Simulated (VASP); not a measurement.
## CoAl (CsCl type): computed properties

Method: LDA (Ceperley-Alder, Perdew-Zunger), VASP's LDA PAW potentials (set 64) (plane waves; VASP 6.6.1).

| Quantity | Value |
|---|---|
| space group | Pm-3m (221) |
| cell | a = 2.7938 Å, b = 2.7938 Å, c = 2.7938 Å, α = 90.00°, β = 90.00°, γ = 90.00° |
| volume per atom | 10.90 Å³/atom |
| band gap (over mesh and band path) | none (metal, semimetal or under 0.01 eV) |
| density | 6.54 g/cm³ |

AlCo is modelled in the cubic space group Pm-3m (No. 221), the CsCl type structure, Pearson symbol cP2. Conventional cell: a = b = c = 2.794 Å, α = β = γ = 90.00°. Al on 1b sees 8 Co at 2.419 Å and 6 Al at 2.794 Å. Co on 1a has 8 Al at 2.419 Å and 6 Co at 2.794 Å. (Neighbours: up to the widest gap in distance over summed covalent radii, below 1.35, at either atom.)

Measured: a 2.861 Å (computed value off by -2.3 %), as given by Yamada et al., (2019), arXiv:1910.09660. The calculation is for a static lattice, while the measured a holds thermal and zero-point effects, which are part of the difference.

The compound is CoAl in the CsCl type structure. It was relaxed first, which changed the volume by -7 %. Symmetry was kept, so distortions that lower it aren't found. The run is not spin-polarised, so no magnetic state was tried.
